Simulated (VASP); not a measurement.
```yaml
crystal:
  lattice:
    - [0.00000, 2.33600, 2.31264]
    - [2.31264, 0.00000, 2.31264]
    - [2.31264, 2.33600, 0.00000]
  atoms:
    - { symbol: Zr, position: [0.00000, 0.00000, 0.00000] }
    - { symbol: C, position: [0.50000, 0.50000, 0.50000] }
```

Computed with PBEsol GGA, VASP's PBE PAW potentials (set 64) (plane waves; VASP). Numerical set-up: 600 eV cut-off, 12×12×12 Γ-centred mesh, first-order Methfessel-Paxton smearing of 0.10 eV, potentials Zr_sv C.

Task: Give the stress tensor in GPa (positive for a compressed cell).

Result: 
```
6.21  0.00  0.00
0.00  2.15  0.00
0.00  0.00  6.21
```
The pressure is its mean diagonal, 4.86 GPa.

The compound is ZrC in the rock salt structure. This cell was strained or had an atom moved on purpose.
